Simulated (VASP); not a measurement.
Given:

```
CELL_PARAMETERS angstrom
      2.46097     0.00000     0.00000
     -1.23048     2.13126     0.00000
      0.00000     0.00000    24.96915
ATOMIC_POSITIONS crystal
  C  0.00000 0.00000 0.57149
  C  0.00000 0.00000 0.42851
  C  0.33333 0.66667 0.42849
  C  0.66667 0.33333 0.57151
```

Computed with PBEsol GGA, VASP's PBE PAW potentials (set 64) (plane waves; VASP). Settings: 520 eV cut-off, 11×11×1 Γ-centred mesh, tetrahedra with Blöchl corrections, potentials C.

The cell holds a wide vacuum, so values per volume refer to the whole cell.

**Question.** What does the run give for the energy per atom (σ→0)?

**Answer.** 
The energy per atom (σ→0) is -9.644 eV/atom.

The absolute energy has meaning only against runs of the same code, potentials and settings.

The cell is a sheet with vacuum, built from a database entry that may be metastable or hypothetical.
